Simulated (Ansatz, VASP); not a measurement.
# Cross-check of LaIrS3 between VASP and Ansatz

One calculation is typed for both programs; each brings its own data sets. How far apart do they land? The cell is generated by rule, not measured, and may not be a known phase. The cell is taken from a series of runs on this material, whose earlier steps may have relaxed, scaled, displaced or heated it; both programs get it as it stands.

Program: Ansatz 0.2.0. Level of theory: plane waves, with VASP 6.6.1 beside it; relaxation of cell and atoms at PBEsol. Results are calculated unless marked as measured.

## Step 1: The structure

Symmetry: Pm-3m, No. 221, cubic system. Conventional cell: a = 4.637 Å, b = 4.637 Å, c = 4.637 Å, α = 90.00°, β = 90.00°, γ = 90.00°. La has 12 S at 3.28 Å nearest. Nearest to Ir lie 6 S at 2.32 Å. Nearest to S lie 2 Ir at 2.32 Å and 4 La at 3.28 Å. Farther neighbours and most contacts between anions are not listed.

## Step 2: VASP: relaxation of cell and atoms, PBEsol, pair 1

The relaxed volume is the usual yardstick between codes: in a stiff, nearly cubic crystal its relative difference is about their pressure difference at one cell divided by the bulk modulus.

Lines of VASP's logs that name or quote its potential files are left out, and so is its time.

Input file INCAR:

```
SYSTEM = LaIrS3
PREC = Accurate
ENCUT = 500
EDIFF = 1E-07
NELM = 200
ISMEAR = 0
SIGMA = 0.1
LREAL = .FALSE.
ALGO = Normal
GGA = PS
NBANDS = 25
LASPH = .TRUE.
LORBIT = 11
LWAVE = .FALSE.
LCHARG = .FALSE.
ISIF = 3
IBRION = 2
NSW = 80
EDIFFG = -0.005
GGA_COMPAT = .FALSE.
NELMIN = 4
LMAXMIX = 6
KPAR = 2
```

Input file POSCAR:

```
LaIrS3
1.0
    4.6367170000      0.0000000000      0.0000000000
    0.0000000000      4.6367170000      0.0000000000
    0.0000000000      0.0000000000      4.6367170000
La Ir S
1 1 3
Direct
    0.0000000000      0.0000000000      0.0000000000
    0.4999998922      0.4999998922      0.4999998922
    0.4999998922      0.4999998922      0.0000000000
    0.0000000000      0.4999998922      0.4999998922
    0.4999998922      0.0000000000      0.4999998922
```

Input file KPOINTS:

```
Automatic mesh
0
Gamma
8 8 8
0 0 0
```

PAW data sets: La, Ir and S (PBE family, release 64).

Started as:

```sh
mpirun -np 2 vasp_std
```

Numbers of over 12 decimals in the logs are rounded to 6 here.

Log:

```text
[banner, memory and clock lines left out]
running    2 mpi-ranks, on    1 nodes
 distrk:  each k-point on    1 cores,    2 groups
 distr:  one band on    1 cores,    1 groups

 POSCAR found type information on POSCAR LaIrS
 POSCAR found :  3 types and       5 ions
|                                                                             |
|               ----> ADVICE to this user running VASP <----                  |
|                                                                             |
|     You enforced a specific xc type in the INCAR file but a different       |
|     [... a line on the potential file left out ...]
|     I HOPE YOU KNOW WHAT YOU ARE DOING!                                     |
|                                                                             |

 LDA part: xc-table for (Slater+PW92), standard interpolation
 POSCAR, INCAR and KPOINTS ok, starting setup
 FFT: planning ... GRIDC
 FFT: planning ... GRID_SOFT
 FFT: planning ... GRID
 WAVECAR not read
 entering main loop
       N       E                     dE             d eps       ncg     rms          rms(c)
DAV:   1     0.322136765562E+03    0.32214E+03   -0.14758E+04  1782   0.189E+03
DAV:   2     0.361018935618E+02   -0.28603E+03   -0.27153E+03  1967   0.343E+02
DAV:   3    -0.247190920750E+02   -0.60821E+02   -0.58121E+02  2617   0.153E+02
DAV:   4    -0.333706802576E+02   -0.86516E+01   -0.81135E+01  3280   0.509E+01
DAV:   5    -0.340036999549E+02   -0.63302E+00   -0.58949E+00  2539   0.112E+01    0.260E+01
DAV:   6    -0.329656373506E+02    0.10381E+01   -0.18413E+01  2834   0.302E+01    0.156E+01
DAV:   7    -0.326246701734E+02    0.34097E+00   -0.55523E+00  2795   0.220E+01    0.847E+00
DAV:   8    -0.325824264056E+02    0.42244E-01   -0.35260E-01  2615   0.448E+00    0.146E+00
DAV:   9    -0.325722507035E+02    0.10176E-01   -0.98797E-02  2828   0.259E+00    0.237E-01
DAV:  10    -0.325729400951E+02   -0.68939E-03   -0.68483E-03  2908   0.560E-01    0.188E-01
DAV:  11    -0.325733956350E+02   -0.45554E-03   -0.21904E-03  2860   0.256E-01    0.108E-01
DAV:  12    -0.325735295340E+02   -0.13390E-03   -0.54377E-04  3284   0.182E-01    0.483E-02
DAV:  13    -0.325735816282E+02   -0.52094E-04   -0.31627E-04  2868   0.131E-01    0.263E-02
DAV:  14    -0.325735845836E+02   -0.29554E-05   -0.59815E-05  2924   0.396E-02    0.218E-02
DAV:  15    -0.325735876595E+02   -0.30759E-05   -0.41916E-05  2876   0.407E-02    0.100E-02
DAV:  16    -0.325735853824E+02    0.22772E-05   -0.92939E-06  3212   0.247E-02    0.502E-03
DAV:  17    -0.325735849887E+02    0.39370E-06   -0.19834E-06  3140   0.737E-03    0.283E-03
DAV:  18    -0.325735850635E+02   -0.74827E-07   -0.25988E-07  2331   0.368E-03
   1 F= -.32573585E+02 E0= -.32562188E+02  d E =-.325736E+02
 curvature:   0.00 expect dE= 0.000E+00 dE for cont linesearch  0.000E+00
 trial: gam= 0.00000 g(F)=  0.000E+00 g(S)=  0.134E-02 ort = 0.000E+00 (trialstep = 0.100E+01)
 search vector abs. value=  0.134E-02
 bond charge predicted
       N       E                     dE             d eps       ncg     rms          rms(c)
DAV:   1    -0.325807094161E+02   -0.71244E-02   -0.21588E-01  2195   0.411E+00    0.721E-01
DAV:   2    -0.325748651186E+02    0.58443E-02   -0.26485E-02  2633   0.192E+00    0.310E-01
DAV:   3    -0.325737497251E+02    0.11154E-02   -0.36563E-03  2723   0.578E-01    0.132E-01
DAV:   4    -0.325735089383E+02    0.24079E-03   -0.15599E-03  2615   0.250E-01    0.609E-02
DAV:   5    -0.325735105485E+02   -0.16102E-05   -0.12192E-04  3025   0.776E-02    0.471E-02
DAV:   6    -0.325735058737E+02    0.46748E-05   -0.20636E-05  3155   0.295E-02    0.219E-02
DAV:   7    -0.325735026013E+02    0.32724E-05   -0.78297E-06  3276   0.237E-02    0.384E-03
DAV:   8    -0.325735025337E+02    0.67626E-07   -0.34515E-06  2936   0.947E-03    0.375E-03
DAV:   9    -0.325735024168E+02    0.11691E-06   -0.51965E-07  2726   0.608E-03    0.108E-03
DAV:  10    -0.325735023727E+02    0.44122E-07   -0.85714E-08  1588   0.289E-03
   2 F= -.32573502E+02 E0= -.32561984E+02  d E =0.826908E-04
 trial-energy change:    0.000083  1 .order    0.000082   -0.001338    0.001501
 step:   0.4712(harm=  0.4712)  dis= 0.00000  next Energy=   -32.573900 (dE=-0.315E-03)
 bond charge predicted
       N       E                     dE             d eps       ncg     rms          rms(c)
DAV:   1    -0.325759135004E+02   -0.24111E-02   -0.60484E-02  2204   0.218E+00    0.387E-01
DAV:   2    -0.325742676969E+02    0.16458E-02   -0.73528E-03  2661   0.100E+00    0.161E-01
DAV:   3    -0.325739549172E+02    0.31278E-03   -0.10313E-03  2700   0.308E-01    0.689E-02
DAV:   4    -0.325738927704E+02    0.62147E-04   -0.43056E-04  2689   0.134E-01    0.327E-02
DAV:   5    -0.325738962127E+02   -0.34423E-05   -0.29672E-05  3006   0.377E-02    0.247E-02
DAV:   6    -0.325738990287E+02   -0.28160E-05   -0.55742E-06  3011   0.147E-02    0.986E-03
DAV:   7    -0.325739011969E+02   -0.21682E-05   -0.20056E-06  3235   0.124E-02    0.189E-03
DAV:   8    -0.325739011816E+02    0.15249E-07   -0.72212E-07  2537   0.427E-03
   3 F= -.32573901E+02 E0= -.32562447E+02  d E =-.316118E-03
 curvature:  -0.24 expect dE=-0.249E-08 dE for cont linesearch -0.249E-08
 trial: gam=-0.00280 g(F)=  0.133E-48 g(S)=  0.106E-07 ort = 0.376E-05 (trialstep = 0.894E+00)
 search vector abs. value=  0.100E-09
 reached required accuracy - stopping structural energy minimisation
```

OUTCAR, selected parts (step 2):

```text
ion  position               nearest neighbor table
   1  0.000  0.000  0.000-
   2  0.500  0.500  0.500-   3 2.32   4 2.32   5 2.32   4 2.32   5 2.32   3 2.32
   3  0.500  0.500  0.000-   2 2.32   2 2.32
   4  0.000  0.500  0.500-   2 2.32   2 2.32
   5  0.500  0.000  0.500-   2 2.32   2 2.32

  LATTYP: Found a simple cubic cell.
 ALAT       =     4.6367170000

 Subroutine GETGRP returns: Found 48 space group operations
 (whereof 48 operations were pure point group operations)

The static configuration has the point symmetry O_h .

 Found     35 irreducible k-points:

   k-points           NKPTS =     35   k-points in BZ     NKDIM =     35   number of bands    NBANDS=     25

   dimension x,y,z NGX =    36 NGY =   36 NGZ =   36
   dimension x,y,z NGXF=    72 NGYF=   72 NGZF=   72

   ENCUT  =  500.0 eV  36.75 Ry    6.06 a.u.   8.45  8.45  8.45*2*pi/ulx,y,z

   NELECT =      38.0000    total number of electrons

 k-points in reciprocal lattice and weights: Automatic mesh
   0.00000000  0.00000000  0.00000000       0.002
   0.12500000  0.00000000  0.00000000       0.012
   0.25000000  0.00000000  0.00000000       0.012
   0.37500000  0.00000000  0.00000000       0.012
   0.50000000  0.00000000  0.00000000       0.006
   0.12500000  0.12500000  0.00000000       0.023
   0.25000000  0.12500000  0.00000000       0.047
   0.37500000  0.12500000  0.00000000       0.047
   0.50000000  0.12500000  0.00000000       0.023
[...]
0.50000000  0.50000000  0.37500000       0.012
   0.50000000  0.50000000  0.50000000       0.002

 average (electrostatic) potential at core
       1 -96.8130       2 -50.6825       3 -83.9908       4 -83.9908       5 -83.9908

 E-fermi :   7.4411

 k-point     1 :       0.0000    0.0000    0.0000
  band No.  band energies     occupation
    ...
     17       6.2800      2.00000
     18       6.2800      2.00000
     19       6.7357      2.00000
     20       6.7357      2.00000
     21       6.7357      2.00000
     22       8.8836      0.00000
     23       8.8836      0.00000
     24       9.1241      0.00000
     25       9.4737      0.00000

 k-point     2 :       0.1250    0.0000    0.0000
  band No.  band energies     occupation
    ...
     17       5.7745      2.00000
     18       6.3597      2.00000
     19       6.7804      2.00000
     20       6.7804      2.00000
     21       7.3251      1.89914
     22       9.0562      0.00000
     23       9.1409      0.00000
     24       9.4757      0.00000
     25       9.5739      0.00000

 k-point     3 :       0.2500    0.0000    0.0000
  band No.  band energies     occupation
    ...
     16       6.0103      2.00000
     17       6.0103      2.00000
     18       6.4377      2.00000
     19       7.0681      2.00000
     20       7.0681      2.00000
     21       7.8647      0.00000
     22       9.2516      0.00000
     23       9.4534      0.00000
     24       9.4825      0.00000
     25       9.5346      0.00000

  Total        0.0006039      0.0006039      0.0006039      0.0000000      0.0000000      0.0000000
  in kB        0.0096780      0.0096780      0.0096780      0.0000000      0.0000000      0.0000000
  external PRESSURE =       0.0096780 kB  Pullay stress =       0.0000000 kB

  energy-cutoff  :      500.00
  volume of cell :       99.98
      direct lattice vectors                 reciprocal lattice vectors
     4.641248503 -0.000000000  0.000000000     0.215459267 -0.000000000 -0.000000000
     0.000000000  4.641248503 -0.000000000     0.000000000  0.215459267 -0.000000000
     0.000000000  0.000000000  4.641248503    -0.000000000  0.000000000  0.215459267

 POSITION                                       TOTAL-FORCE (eV/Angst)
 -----------------------------------------------------------------------------------
      0.00000      0.00000      0.00000        -0.000000     -0.000000      0.000000
      2.32062      2.32062      2.32062         0.000000      0.000000      0.000000
      2.32062      2.32062      0.00000         0.000000     -0.000000      0.000000
      0.00000      2.32062      2.32062         0.000000      0.000000      0.000000
      2.32062     -0.00000      2.32062        -0.000000      0.000000      0.000000
 -----------------------------------------------------------------------------------
    total drift:                                0.000687      0.000687      0.000687

  FREE ENERGIE OF THE ION-ELECTRON SYSTEM (eV)
  ---------------------------------------------------
  free  energy   TOTEN  =       -32.5739011816 eV

  energy  without entropy=      -32.5509920143  energy(sigma->0) =      -32.56244660

 reached required accuracy - stopping structural energy minimisation

 total charge
# of ion       s       p       d       f       tot
--------------------------------------------------
    1        2.004   5.626   0.507   0.180   8.317
    2        0.626   0.669   7.271   0.000   8.566
    3        1.332   2.361   0.000   0.000   3.693
    4        1.332   2.361   0.000   0.000   3.693
    5        1.332   2.361   0.000   0.000   3.693
--------------------------------------------------
tot          6.626  13.377   7.778   0.180  27.961

[... 3 further parts left out ...]
```

This run has no spin polarisation, so a moment on Ir, if there is one, isn't seen.

(Part 1 of 3 ends here.)

[Lines on the potential files, build, host, timing and source positions are cut from VASP's logs without a mark.]

[Logs are printed without paths, hosts, clocks, repeated set-up lines and the standing remarks that a program may print on its own settings, such as how far it seeks lower states.]

[Hosts, paths, dates, database ids (printed as entryN), source tags and the programs' standing remarks are cut or masked in the printed files.]
